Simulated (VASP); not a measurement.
Runs of VASP 6.6.1 on Au. The cell holds a sheet with vacuum, 1 atom: a = 2.662 Å, b = 2.662 Å, c = 23.800 Å, α = 90.00°, β = 90.00°, γ = 90.00°. The cell was built by a generator and needn't be a form met in nature.

```tsv
level	gap on the mesh (eV)	work function (eV)
RPBE	none	5.57
PW91	none	(b)
BLYP	none	5.47
revPBE	none	(a)
PBEsol	none	5.92
```

Alike in all rows: task work function; potentials or basis VASP PAW PBE potentials, release 64 (Au); no spin polarisation; cell as given; k mesh 10 × 10 × 1; cutoff (eV) 520; smearing fermi-dirac 0.05 eV.

Q: Fill in the values left out.

A: (a) 5.60; (b) 5.81.

A k mesh can miss the band edges, and the runs leave out spin-orbit coupling on Au.

A gap of «none» marks a metal or a gap under the smearing width.
